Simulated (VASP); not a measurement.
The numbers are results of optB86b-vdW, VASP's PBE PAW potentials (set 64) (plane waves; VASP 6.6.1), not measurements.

A VASP calculation is set up with these files.

**POSCAR**
```
Se
1.0
  2.0560517771  -3.5611861290   0.0000000000
  2.0560517771   3.5611861290   0.0000000000
  0.0000000000   0.0000000000   5.1649684095
Se
3
direct
  0.0000000000   0.2461549604   0.6666670000
  0.7538450396   0.7538450396   0.0000000000
  0.2461549604   0.0000000000   0.3333330000
```

INCAR:
```
SYSTEM  =  Se
PREC  =  Accurate; ENCUT  =  520; LREAL  =  .False.
LASPH  =  .True.
EDIFF  =  1E-6; NELM  =  100; ALGO  =  Normal
LMAXMIX  =  4
ISMEAR  =  0; SIGMA  =  0.05
GGA  =  MK; LUSE_VDW  =  .True.; AGGAC  =  0.0
PARAM1  =  0.1234; PARAM2  =  1.0
IBRION  =  2; NSW  =  60; ISIF  =  3
EDIFFG  =  -0.02
LWAVE  =  .False.; LCHARG  =  .False.
```

### KPOINTS
```
kpoints
0
Gamma
  6 6 4
```

POTCAR, in this order: Se (PBE.64 set). Program: vasp_std.

Output

File OUTCAR:
```
 ion  position               nearest neighbor table
   1  0.000  0.246  0.667-   2 2.46   3 2.46
   2  0.754  0.754  0.000-   1 2.46   3 2.46
   3  0.246  0.000  0.333-   2 2.46   1 2.46
  LATTYP: Found a hexagonal cell.
 ALAT       =     4.1121035439
 C/A-ratio  =     1.2560404558
 Subroutine PRICEL returns:
 Original cell was already a primitive cell.
 Subroutine GETGRP returns: Found  6 space group operations
The static configuration has the point symmetry C_2 .
 The point group associated with its full space group is D_3 .
The dynamic configuration has the point symmetry C_2 .
 Subroutine INISYM returns: Found  6 space group operations
 Subroutine IBZKPT returns following result:
 Found     24 irreducible k-points:

 Following reciprocal coordinates:
            Coordinates               Weight
  0.000000  0.000000  0.000000      1.000000
  0.166667  0.000000  0.000000      6.000000
  0.333333  0.000000  0.000000      6.000000
  0.500000 -0.000000  0.000000      3.000000
  0.166667  0.166667  0.000000      6.000000
  0.333333  0.166667  0.000000     12.000000
  0.333333  0.333333  0.000000      2.000000
  0.000000  0.000000  0.250000      2.000000
  0.166667  0.000000  0.250000      6.000000
  0.000000  0.166667  0.250000      6.000000
  0.333333  0.000000  0.250000      6.000000
  0.000000  0.333333  0.250000      6.000000
  0.500000 -0.000000  0.250000      6.000000
  0.166667  0.166667  0.250000     12.000000
  0.333333  0.166667  0.250000     12.000000
 -0.166667  0.500000  0.250000     12.000000
  0.333333  0.333333  0.250000      4.000000
  0.000000  0.000000  0.500000      1.000000
  0.166667  0.000000  0.500000      6.000000
  0.333333  0.000000  0.500000      6.000000
  0.500000 -0.000000  0.500000      3.000000
  0.166667  0.166667  0.500000      6.000000
  0.333333  0.166667  0.500000     12.000000
  0.333333  0.333333  0.500000      2.000000
   k-points           NKPTS =     24   k-points in BZ     NKDIM =     24   number of bands    NBANDS=     13
   number of dos      NEDOS =    301   number of ions     NIONS =      3
   total plane-waves  NPLWV =  40960
   dimension x,y,z NGX =    32 NGY =   32 NGZ =   40
   dimension x,y,z NGXF=    64 NGYF=   64 NGZF=   80
   ions per type =               3
   PREC   = accura    normal or accurate (medium, high low for compatibility)
   ISTART =      0    job   : 0-new  1-cont  2-samecut
   ICHARG =      2    charge: 1-file 2-atom 10-const
   ISPIN  =      1    spin polarized calculation?
   LNONCOLLINEAR =      F non collinear calculations
   LSORBIT =      F    spin-orbit coupling
   INIWAV =      1    electr: 0-lowe 1-rand  2-diag
   ENCUT  =  520.0 eV  38.22 Ry    6.18 a.u.   7.65  7.65  9.60*2*pi/ulx,y,z
   NELM   =    100;   NELMIN=  2; NELMDL= -5     # of ELM steps
   EDIFF  = 0.1E-05   stopping-criterion for ELM
   LREAL  =      F    real-space projection
   NLSPLINE    = F    spline interpolate recip. space projectors
   LMAXMIX     =    4 max onsite mixed and CHGCAR
   VOSKOWN=      0    Vosko Wilk Nusair interpolation
   EDIFFG = -.2E-01   stopping-criterion for IOM
   NSW    =     60    number of steps for IOM
   NBLOCK =      1;   KBLOCK =     60    inner block; outer block
   IBRION =      2    ionic relax: 0-MD 1-quasi-New 2-CG
   NFREE  =      1    steps in history (QN), initial steepest desc. (CG)
   ISIF   =      3    stress and relaxation
   ISYM   =      2    0-nonsym 1-usesym 2-fastsym
   TEIN   =    0.0    initial temperature
   TEBEG  =    0.0;   TEEND  =   0.0 temperature during run
   SMASS  =  -3.00    Nose mass-parameter (am)
   PSTRESS=    0.0 pullay stress
   NELECT =      18.0000    total number of electrons
...
```

**OSZICAR**
```
       N       E                     dE             d eps       ncg     rms          rms(c)
DAV:   1     0.907831672111E+02    0.90783E+02   -0.74602E+03   624   0.115E+03
DAV:   2     0.484901163327E-02   -0.90778E+02   -0.87148E+02   813   0.183E+02
DAV:   3    -0.587845655363E+01   -0.58833E+01   -0.58269E+01   734   0.521E+01
DAV:   4    -0.593861801250E+01   -0.60161E-01   -0.60067E-01   704   0.609E+00
DAV:   5    -0.593915187052E+01   -0.53386E-03   -0.53381E-03   769   0.556E-01    0.646E+00
DAV:   6    -0.588990120607E+01    0.49251E-01   -0.38153E-02   669   0.144E+00    0.400E+00
DAV:   7    -0.587683445949E+01    0.13067E-01   -0.73315E-02   689   0.198E+00    0.196E-01
DAV:   8    -0.587607245414E+01    0.76201E-03   -0.11102E-02   639   0.756E-01    0.110E-01
DAV:   9    -0.587616476678E+01   -0.92313E-04   -0.30971E-04   749   0.144E-01    0.336E-02
DAV:  10    -0.587618399565E+01   -0.19229E-04   -0.51995E-05   689   0.617E-02    0.105E-02
DAV:  11    -0.587618585376E+01   -0.18581E-05   -0.11721E-05   759   0.238E-02    0.452E-03
DAV:  12    -0.587618520813E+01    0.64563E-06   -0.23032E-06   436   0.112E-02
   1 F= -.58761852E+01 E0= -.58761852E+01  d E =-.587619E+01
```

### OUTCAR
```
------------------------ aborting loop because EDIFF is reached ----------------------------------------
  FORCE on cell =-STRESS in cart. coord.  units (eV):
  Direction    XX          YY          ZZ          XY          YZ          ZX
  --------------------------------------------------------------------------------------
  Total        0.0151835      0.0151835     -0.0189031      0.0000000      0.0000000      0.0000000
  in kB        0.3216292      0.3216292     -0.4004222      0.0000000      0.0000000      0.0000000
  external PRESSURE =       0.0809454 kB  Pullay stress =       0.0000000 kB
  volume of cell :       75.64
      direct lattice vectors                 reciprocal lattice vectors
     2.056051777 -3.561186129  0.000000000     0.243184537 -0.140402659  0.000000000
     2.056051777  3.561186129  0.000000000     0.243184537  0.140402659  0.000000000
     0.000000000  0.000000000  5.164968410     0.000000000  0.000000000  0.193612026
 POSITION                                       TOTAL-FORCE (eV/Angst)
 -----------------------------------------------------------------------------------
      0.50611      0.87660      3.44331        -0.002794     -0.004838      0.000000
      3.09989      0.00000      0.00000         0.005587      0.000000      0.000000
      0.50611     -0.87660      1.72165        -0.002794      0.004838     -0.000000
 -----------------------------------------------------------------------------------
    total drift:                               -0.000221     -0.000435      0.000011
  FREE ENERGIE OF THE ION-ELECTRON SYSTEM (eV)
  ---------------------------------------------------
  free  energy   TOTEN  =        -5.8761852081 eV

  energy  without entropy=       -5.8761852081  energy(sigma->0) =       -5.87618521

 reached required accuracy - stopping structural energy minimisation
```
(Selected blocks of OUTCAR.)

The compound is Se in the trig structure. It was relaxed first, which changed the volume by -8 %. The start is the result of an earlier pass.
